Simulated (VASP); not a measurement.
## Al(100), as cut: electronic structure

Wanted: what it costs to take an electron out of Al(100), held as cut.

Main program and level: VASP 6.6.1; PBE; plane waves and PAW (Al).

### 1. The structure

The cell holds 9 atoms: 9 Al. Its edges and angles: a = 2.864 Å, b = 2.864 Å, c = 34.200 Å, α = 90.0°, β = 90.0°, γ = 90.0°. Vacuum lies along c.

Structure file:

```
Al
1.0
     2.86378    0.00000    0.00000
     0.00000    2.86378    0.00000
     0.00000    0.00000   34.20000
Al
9
Direct
  0.00000 0.00000 0.26316
  0.50000 0.50000 0.32237
  0.00000 0.00000 0.38158
  0.50000 0.50000 0.44079
  0.00000 0.00000 0.50000
  0.50000 0.50000 0.55921
  0.00000 0.00000 0.61842
  0.50000 0.50000 0.67763
  0.00000 0.00000 0.73684
```

### 2. Vacuum level and density of states

A static run writes the electrostatic potential without exchange and correlation (LVHAR), which is flat in the vacuum and gives the level to count from. The dipole correction cancels the field that unlike faces would set up across the vacuum.

The input, INCAR:

```
SYSTEM = Al
PREC = Normal
ENCUT = 300
EDIFF = 1E-06
NELM = 120
ISMEAR = -1
SIGMA = 0.1
LREAL = .FALSE.
ALGO = Fast
GGA = PE
NBANDS = 35
LORBIT = 11
LWAVE = .FALSE.
LCHARG = .TRUE.
LASPH = .TRUE.
IDIPOL = 3
LDIPOL = .TRUE.
DIPOL = 0.5 0.5 0.5
LVHAR = .TRUE.
LVACPOTAV = .TRUE.
LELF = .TRUE.
NEDOS = 1500
```

The input, POSCAR:

```
Al
1.0
    2.8637824638      0.0000000000      0.0000000000
    0.0000000000      2.8637824638      0.0000000000
    0.0000000000      0.0000000000     34.2000000000
Al
9
Direct
    0.0000000000      0.0000000000      0.2631578947
    0.5000000000      0.5000000000      0.3223684211
    0.0000000000      0.0000000000      0.3815789474
    0.5000000000      0.5000000000      0.4407894737
    0.0000000000      0.0000000000      0.5000000000
    0.5000000000      0.5000000000      0.5592105263
    0.0000000000      0.0000000000      0.6184210526
    0.5000000000      0.5000000000      0.6776315789
    0.0000000000      0.0000000000      0.7368421053
```

The input, KPOINTS:

```
Automatic mesh
0
Gamma
18 18 1
0 0 0
```

The input, KPOINTS_OPT:

```
Line mode
14
Line-mode
Reciprocal
  0.50000000   0.50000000   0.00000000 M
  0.00000000   0.00000000   0.00000000 GAMMA

  0.00000000   0.00000000   0.00000000 GAMMA
  0.00000000   0.50000000   0.00000000 X

  0.00000000   0.50000000   0.00000000 X
  0.50000000   0.50000000   0.00000000 M
```

The projector-augmented-wave data sets are Al (PBE family, release 64).

Command:

```console
$ mpirun -np 4 vasp_std
```

What it wrote:

```text
[banner, memory and clock lines left out]
running    4 mpi-ranks, on    1 nodes
 distrk:  each k-point on    4 cores,    1 groups
 distr:  one band on    1 cores,    4 groups

 POSCAR found type information on POSCAR Al
 POSCAR found :  1 types and       9 ions
 LDA part: xc-table for (Slater+PW92), standard interpolation
|                                                                             |
|           W    W    AA    RRRRR   N    N  II  N    N   GGGG   !!!           |
|           W    W   A  A   R    R  NN   N  II  NN   N  G    G  !!!           |
|           W    W  A    A  R    R  N N  N  II  N N  N  G       !!!           |
|           W WW W  AAAAAA  RRRRR   N  N N  II  N  N N  G  GGG   !            |
|           WW  WW  A    A  R   R   N   NN  II  N   NN  G    G                |
|           W    W  A    A  R    R  N    N  II  N    N   GGGG   !!!           |
|                                                                             |
|     The number of bands has been changed from the values supplied in        |
|     The orbitals not found in the WAVECAR file will be initialized with     |
|     random numbers, which is usually adequate. For correlated               |
|     calculations, however, you should redo the groundstate calculation.     |
|     I found NBANDS = 35. Now, NBANDS = 36.                                  |
|                                                                             |

 POSCAR, INCAR and KPOINTS ok, starting setup
 FFT: planning ... GRIDC
 FFT: planning ... GRID_SOFT
 FFT: planning ... GRID
 WAVECAR not read
 entering main loop
       N       E                     dE             d eps       ncg     rms          rms(c)
DAV:   1     0.282137216895E+02    0.28214E+02   -0.60049E+03  3968   0.355E+02
DAV:   2    -0.308978065246E+02   -0.59112E+02   -0.55248E+02  5104   0.829E+01
DAV:   3    -0.335696879991E+02   -0.26719E+01   -0.26032E+01  5208   0.157E+01
DAV:   4    -0.336693189043E+02   -0.99631E-01   -0.99580E-01  5728   0.338E+00
DAV:   5    -0.336721248276E+02   -0.28059E-02   -0.28058E-02  5528   0.536E-01    0.431E+00
RMM:   6    -0.355260400235E+02   -0.18539E+01   -0.37884E-01  5023   0.915E-01    0.440E+00
RMM:   7    -0.330205247864E+02    0.25055E+01   -0.35014E-02  4823   0.380E-01    0.218E+00
RMM:   8    -0.327985527160E+02    0.22197E+00   -0.55009E-02  4592   0.503E-01    0.724E-01
RMM:   9    -0.327738877148E+02    0.24665E-01   -0.11754E-02  5020   0.293E-01    0.280E-01
RMM:  10    -0.327716063470E+02    0.22814E-02   -0.22216E-03  5167   0.147E-01    0.162E-01
RMM:  11    -0.327703431148E+02    0.12632E-02   -0.11180E-03  5339   0.102E-01    0.552E-02
RMM:  12    -0.327701493575E+02    0.19376E-03   -0.49963E-04  5410   0.620E-02    0.360E-02
RMM:  13    -0.327705083793E+02   -0.35902E-03   -0.30274E-04  5376   0.433E-02    0.323E-02
RMM:  14    -0.327708187249E+02   -0.31035E-03   -0.73848E-05  5399   0.255E-02    0.940E-03
RMM:  15    -0.327710349247E+02   -0.21620E-03   -0.24939E-05  5175   0.149E-02    0.568E-03
RMM:  16    -0.327712207554E+02   -0.18583E-03   -0.11897E-05  5076   0.972E-03    0.547E-03
RMM:  17    -0.327712778924E+02   -0.57137E-04   -0.34563E-06  4676   0.562E-03    0.388E-03
RMM:  18    -0.327712949886E+02   -0.17096E-04   -0.14710E-06  4397   0.331E-03    0.286E-03
RMM:  19    -0.327713064584E+02   -0.11470E-04   -0.82545E-07  4301   0.246E-03    0.399E-04
RMM:  20    -0.327713124197E+02   -0.59613E-05   -0.25863E-07  3895   0.167E-03    0.305E-04
RMM:  21    -0.327713195287E+02   -0.71090E-05   -0.17017E-07  3802   0.122E-03    0.295E-04
RMM:  22    -0.327713227856E+02   -0.32569E-05   -0.70434E-08  3491   0.926E-04    0.121E-04
RMM:  23    -0.327713241953E+02   -0.14097E-05   -0.34985E-08  3183   0.742E-04    0.188E-04
RMM:  24    -0.327713243487E+02   -0.15345E-06   -0.88170E-09  2576   0.611E-04
|                                                                             |
|           W    W    AA    RRRRR   N    N  II  N    N   GGGG   !!!           |
|           W    W   A  A   R    R  NN   N  II  NN   N  G    G  !!!           |
|           W    W  A    A  R    R  N N  N  II  N N  N  G       !!!           |
|           W WW W  AAAAAA  RRRRR   N  N N  II  N  N N  G  GGG   !            |
|           WW  WW  A    A  R   R   N   NN  II  N   NN  G    G                |
|           W    W  A    A  R    R  N    N  II  N    N   GGGG   !!!           |
|                                                                             |
|     Did not find any points to average over, which means that no vacuum     |
|     field-free region was found. Please increase the size of  your cell     |
|     in the dimension of the dipole correction to obtain accurate            |
|     workfunction values.                                                    |
|                                                                             |

   1 F= -.32771324E+02 E0= -.32710805E+02  d E =-.121040E+00
 Start KPOINTS_OPT (optional k-point list driver)
k-point batch [1-42\42]
       N       E                     dE             ncg
DAV:   1     0.441972520419E+03   -0.22251E+05     3040
DAV:   2    -0.182500621061E+04   -0.22670E+04     3856
DAV:   3    -0.192971700905E+04   -0.10471E+03     3928
DAV:   4    -0.193312491057E+04   -0.34079E+01     4292
DAV:   5    -0.193320220319E+04   -0.77293E-01     4132
DAV:   6    -0.193320685204E+04   -0.46488E-02     4632
DAV:   7    -0.193320693087E+04   -0.78829E-04     4080
DAV:   8    -0.193320693559E+04   -0.47176E-05     3200
DAV:   9    -0.193320693594E+04   -0.35451E-06     2580
```

Wall time 77 s (4 MPI ranks of AMD EPYC 7R43, shared host); peak memory 0.65 GiB; 5.1 min of CPU time.

Lines that name or quote the potential files are left out of all logs, and their timing lines are given in words.

From OUTCAR (step 2):

```text
ion  position               nearest neighbor table
   1  0.000  0.000  0.263-   2 2.86   2 2.86   2 2.86   2 2.86
   2  0.500  0.500  0.322-   3 2.86   3 2.86   3 2.86   3 2.86   1 2.86   1 2.86   1 2.86   1 2.86

  LATTYP: Found a simple tetragonal cell.
 ALAT       =     2.8637824638
 C/A-ratio  =    11.9422478601

 Subroutine GETGRP returns: Found 16 space group operations
 (whereof 16 operations were pure point group operations)

The static configuration has the point symmetry D_4h.

 Found     55 irreducible k-points:

   k-points           NKPTS =     55   k-points in BZ     NKDIM =     55   number of bands    NBANDS=     36

   dimension x,y,z NGX =    12 NGY =   12 NGZ =  150
   dimension x,y,z NGXF=    24 NGYF=   24 NGZF=  300

   ENCUT  =  300.0 eV  22.05 Ry    4.70 a.u.   4.04  4.04 48.30*2*pi/ulx,y,z

   NELECT =      27.0000    total number of electrons

 k-points in reciprocal lattice and weights: Automatic mesh
   0.00000000  0.00000000  0.00000000       0.003
   0.05555556  0.00000000  0.00000000       0.012
   0.11111111  0.00000000  0.00000000       0.012
   0.16666667  0.00000000  0.00000000       0.012
   0.22222222  0.00000000  0.00000000       0.012
   0.27777778  0.00000000  0.00000000       0.012
   0.33333333  0.00000000  0.00000000       0.012
   0.38888889  0.00000000  0.00000000       0.012
   0.44444444  0.00000000  0.00000000       0.012
[...]
0.50000000  0.44444444  0.00000000       0.012
   0.50000000  0.50000000  0.00000000       0.003

 dipolmoment           0.000000      0.000000     -0.000000 electrons x Angstroem

 average (electrostatic) potential at core
       1 -78.3733       2 -78.3662       3 -78.3500       4 -78.3609       5 -78.3559
       6 -78.3609       7 -78.3500       8 -78.3662       9 -78.3733

 E-fermi :   2.2949

 k-point     1 :       0.0000    0.0000    0.0000
  band No.  band energies     occupation
    ...
      7      -3.9985      2.00000
      8      -2.6108      2.00000
      9      -1.0121      2.00000
     10      -0.0801      2.00000
     11       2.1415      1.64536
     12       3.7913      0.00000
     13       5.2268      0.00000
     14       6.1523      0.00000
     15       6.5001      0.00000
     16       7.3592      0.00000
    ...

 k-point     2 :       0.0556    0.0000    0.0000
  band No.  band energies     occupation
    ...
      7      -3.9444      2.00000
      8      -2.5572      2.00000
      9      -0.9588      2.00000
     10      -0.0286      2.00000
     11       2.1931      1.46929
     12       3.8415      0.00000
     13       5.2775      0.00000
     14       6.2043      0.00000
     15       6.3596      0.00000
     16       6.5519      0.00000
    ...

 k-point     3 :       0.1111    0.0000    0.0000
  band No.  band energies     occupation
    ...
      7      -3.7823      2.00000
      8      -2.3964      2.00000
      9      -0.7988      2.00000
     10       0.1259      2.00000
     11       2.3460      0.75021
     12       3.9812      0.00000
     13       4.8279      0.00000
     14       5.1243      0.00000
     15       5.3598      0.00000
     16       5.6442      0.00000
    ...

  Total       -1.7431814     -1.7431814     -0.6190704      0.0000000      0.0000000      0.0000000
  in kB       -9.9574243     -9.9574243     -3.5362623      0.0000000      0.0000000      0.0000000
  external PRESSURE =      -7.8170370 kB  Pullay stress =       0.0000000 kB

  energy-cutoff  :      300.00
  volume of cell :      280.48
      direct lattice vectors                 reciprocal lattice vectors
     2.863782464  0.000000000  0.000000000     0.349188534  0.000000000  0.000000000
     0.000000000  2.863782464  0.000000000     0.000000000  0.349188534  0.000000000
     0.000000000  0.000000000 34.200000000     0.000000000  0.000000000  0.029239766

 POSITION                                       TOTAL-FORCE (eV/Angst)
 -----------------------------------------------------------------------------------
      0.00000      0.00000      9.00000        -0.000000     -0.000000     -0.041304
      1.43189      1.43189     11.02500        -0.000000      0.000000      0.053977
      0.00000      0.00000     13.05000        -0.000000     -0.000000      0.050186
      1.43189      1.43189     15.07500         0.000000     -0.000000      0.021662
      0.00000      0.00000     17.10000        -0.000000     -0.000000      0.000000
      1.43189      1.43189     19.12500        -0.000000     -0.000000     -0.021662
      0.00000      0.00000     21.15000        -0.000000     -0.000000     -0.050186
      1.43189      1.43189     23.17500         0.000000      0.000000     -0.053977
      0.00000      0.00000     25.20000        -0.000000     -0.000000      0.041304
 -----------------------------------------------------------------------------------
    total drift:                               -0.000000     -0.000000     -0.000000

  FREE ENERGIE OF THE ION-ELECTRON SYSTEM (eV)
  ---------------------------------------------------
  free  energy   TOTEN  =       -32.7713243487 eV

  energy  without entropy=      -32.6502847696  energy(sigma->0) =      -32.71080456

 vacuum level on the upper side and lower side of the slab         6.534         6.534

 total charge
# of ion       s       p       d       tot
------------------------------------------
    1        0.470   0.295   0.000   0.765
    2        0.429   0.342   0.000   0.771
    3        0.431   0.340   0.000   0.771
    4        0.430   0.340   0.000   0.770
    5        0.427   0.344   0.000   0.771
    6        0.430   0.340   0.000   0.770
    7        0.431   0.340   0.000   0.771
    8        0.429   0.342   0.000   0.771
    9        0.470   0.295   0.000   0.765
--------------------------------------------------
tot          3.947   2.977   0.000   6.924

[... 3 further parts left out ...]
```

This run has no spin polarisation. Its electron count is odd, so without a moment it is a metal by construction.

This step gave:

```
electronic cycles                               : 24
electrons                                       : 27
free energy (TOTEN)                             : -32.77 eV
energy at zero smearing                         : -32.71 eV
Fermi energy                                    : 2.295 eV
labelled metallic, from the levels on this mesh : yes
DOS at the Fermi level                          : 3.555 states/eV/cell
dipole moment                                   : 0, 0, 0 e·Å
vacuum levels                                   : 6.534, 6.534 eV
work functions of the upper and lower face      : 4.239, 4.239 eV
```

The electronic bands at the labelled points (eV, zero at the Fermi level; # counts the bands kept):

```tsv
point	#11	#12	#13	#14	#15	#16	#17	#18
M	-1.25	-1.18	-0.81	-0.65	-0.59	-0.59	-0.24	0.21
0.46 of the way	-0.78	-0.32	0.03	0.34	0.37	0.66	1.15	1.17
Γ	-0.15	1.50	2.93	3.86	4.21	5.07	5.21	5.36
0.46 of the way	-0.73	-0.43	0.05	0.72	0.79	1.58	2.38	2.63
X	-3.23	-3.12	-2.07	-1.87	-0.76	-0.46	0.70	1.31
0.46 of the way	-2.32	-2.22	-1.17	-0.98	0.13	0.41	1.58	2.16
M	-1.25	-1.18	-0.81	-0.65	-0.59	-0.59	-0.24	0.21
```

The density of states has structure finer than the step of the table below, so its rows give means over 1 eV, whole bins alone (the curve runs from -12.0 to 7.90 eV). Peaks (eV: height): total 0.3: 4.62, 5.5: 7.33; Al s -7.4: 0.448, -6.2: 0.446, -4.7: 0.458, -4.0: 0.460, -2.8: 0.439, 1.9: 0.427, 2.7: 0.431; Al p 0.3: 0.670, 5.5: 1.18.

Means over bins of 0.080 eV. Table of density of states by energy, zero at the Fermi level; means over each step; values in states/eV/cell:

```tsv
energy (eV)	total	Al s	Al p
-11	0.252	0.0658	0.00206
-10	0.960	0.238	0.0214
-9	1.43	0.329	0.0567
-8	1.78	0.377	0.101
-7	2.16	0.419	0.158
-6	2.43	0.428	0.218
-5	2.70	0.422	0.285
-4	2.94	0.404	0.353
-3	3.35	0.407	0.444
-2	3.59	0.357	0.534
-1	3.60	0.342	0.534
0	3.93	0.357	0.577
1	3.98	0.362	0.580
2	4.28	0.386	0.620
3	4.68	0.398	0.698
4	5.19	0.389	0.779
5	5.94	0.355	0.912
6	6.18	0.284	1.000
7	5.72	0.205	0.888
```

The planar average of the electrostatic potential oscillates, so the rows of the table below give means over windows of 2.05 Å about each position, cut where the curve ends. Its maxima inside the range that stand out by 2 % of the span (Å: eV): 10.0: -2.02, 12.1: -2.02, 14.0: -1.98, 16.1: -1.99, 18.1: -1.99, 20.2: -1.98, 22.1: -2.02, 24.2: -2.02. Its minima: 9.0: -15.1, 11.1: -15.3, 13.0: -15.2, 15.0: -15.3, 17.1: -15.3, 19.2: -15.3, 21.2: -15.2, 23.1: -15.3, 25.2: -15.1.

Zero at the Fermi level. The planar average of the electrostatic potential by height; means over each step:

height (Å), planar average of the electrostatic potential (eV) and a bar from the least value:
```
     1.02        4.2 ##############################
     3.07        4.2 ##############################
     5.12        4.2 ##############################
     7.17        3.0 ###########################
     9.22       -7.7 #
    11.28       -7.9 
    13.32       -7.9 
    15.37       -7.9 
    17.42       -7.9 
    19.47       -7.9 
    21.52       -7.9 
    23.57       -7.9 
    25.62       -6.4 ####
    27.67        4.0 #############################
    29.72        4.2 ##############################
    31.77        4.2 ##############################
    33.82        4.2 ##############################
```

Density of states in the PAW spheres, an atom over height of the layer and energy from the Fermi level.

Values in states/eV, 22 rows by 9 columns, each cell a mean:
```
0.135 0.109 0.107 0.108 0.107 0.108 0.107 0.109 0.135
0.111 0.097 0.098 0.098 0.086 0.098 0.098 0.097 0.111
0.110 0.090 0.093 0.095 0.096 0.095 0.093 0.090 0.110
0.121 0.089 0.098 0.088 0.099 0.088 0.098 0.089 0.121
0.112 0.094 0.089 0.091 0.091 0.091 0.089 0.094 0.112
0.115 0.097 0.093 0.097 0.088 0.097 0.093 0.097 0.115
0.120 0.095 0.092 0.093 0.097 0.093 0.092 0.095 0.120
0.110 0.100 0.090 0.088 0.092 0.088 0.090 0.100 0.110
0.105 0.099 0.097 0.097 0.090 0.097 0.097 0.099 0.105
0.103 0.091 0.095 0.096 0.099 0.096 0.095 0.091 0.103
0.086 0.083 0.079 0.080 0.083 0.080 0.079 0.083 0.086
0.089 0.086 0.090 0.088 0.084 0.088 0.090 0.086 0.089
0.083 0.082 0.084 0.084 0.086 0.084 0.084 0.082 0.083
0.084 0.083 0.079 0.082 0.084 0.082 0.079 0.083 0.084
0.078 0.074 0.078 0.076 0.073 0.076 0.078 0.074 0.078
0.073 0.073 0.073 0.078 0.080 0.078 0.073 0.073 0.073
0.076 0.072 0.073 0.073 0.074 0.073 0.073 0.072 0.076
0.066 0.068 0.073 0.072 0.070 0.072 0.073 0.068 0.066
0.063 0.065 0.068 0.069 0.067 0.069 0.068 0.065 0.063
0.057 0.060 0.067 0.063 0.059 0.063 0.067 0.060 0.057
0.056 0.063 0.065 0.066 0.067 0.066 0.065 0.063 0.056
0.043 0.056 0.057 0.051 0.054 0.051 0.057 0.056 0.043
```
Columns: height of the layer (Å) from 9 to 25.2; rows upwards: energy from the Fermi level (eV) from -7.9 to 0.5.

Force by atom:

```tsv
atom	x (eV/Å)	y (eV/Å)	z (eV/Å)	size
Al1	0.0000	0.0000	-0.0413	0.0413
Al2	0.0000	0.0000	0.0540	0.0540
Al3	0.0000	0.0000	0.0502	0.0502
Al4	0.0000	0.0000	0.0217	0.0217
Al5	0.0000	0.0000	0.0000	0.0000
Al6	0.0000	0.0000	-0.0217	0.0217
Al7	0.0000	0.0000	-0.0502	0.0502
Al8	0.0000	0.0000	-0.0540	0.0540
Al9	0.0000	0.0000	0.0413	0.0413
```

Electrostatic potential energy in the ca plane at fractional y = 0.000, with atoms of Al within 0.2 Å of it. With pseudopotentials it is smooth inside the atoms' cores, unlike the true potential.

Ten even steps from '0' (-73 eV) to '9' (7 eV), each cell a mean:
```
89999972015899999720168999997201689999999999
99999986458999999864589999998645899999999999
99999998889999999988899999999888999999999999
99999999999999999999999999999999999999999999
99999999899999999998999999999989999999999999
99999988778999999887789999998877899999999999
89999984137899999841378999998413789999999999
89999971005899999710058999997100589999999999
```
Columns run along c (16.0 Å, from fractional 0.42 to 0.88 of the cell; values clipped at the 3rd and 97th percentile), rows up along a (2.9 Å). Atoms in or near the plane, at fractional coordinates: Al at (0.50, 0.00), Al at (0.62, 0.00), Al at (0.74, 0.00).

Valence density in the ca plane at fractional y = 0.000, with atoms of Al within 0.2 Å of it. It is the smooth field of the valence electrons, not physical close to the nuclei.

Ten even steps from '0' (0.00 e/Å³) to '9' (0.22 e/Å³), each cell a mean:
```
87556885248875568852478755688523763100000000
97667898789976678987898766789877752100000000
88888899999888888999998888889999742100000000
88998889998889988899988899988998632000000000
88888899999888888999998888889999642000000000
98777899899987778998998877789999752100000000
87666897468976668974688766688745753100000000
86556884027865568840278655678402663100000000
```
Columns run along c (16.0 Å, from fractional 0.42 to 0.88 of the cell), rows up along a (2.9 Å). Atoms in or near the plane, at fractional coordinates: Al at (0.50, 0.00), Al at (0.62, 0.00), Al at (0.74, 0.00).

(Continued in part 2 of 3.)

[Lines on the potential files, build, host, timing and source positions are cut from VASP's logs without a mark.]

[Logs are printed without paths, hosts, clocks, repeated set-up lines and the standing remarks that a program may print on its own settings, such as how far it seeks lower states.]

[Hosts, paths, dates, database ids (printed as entryN), source tags and the programs' standing remarks are cut or masked in the printed files.]

[In band tables of VASP the shares of atoms and orbitals are scaled to a sum of 1 inside the atoms' spheres.]

[Runs that stopped without an error message from VASP are left out.]
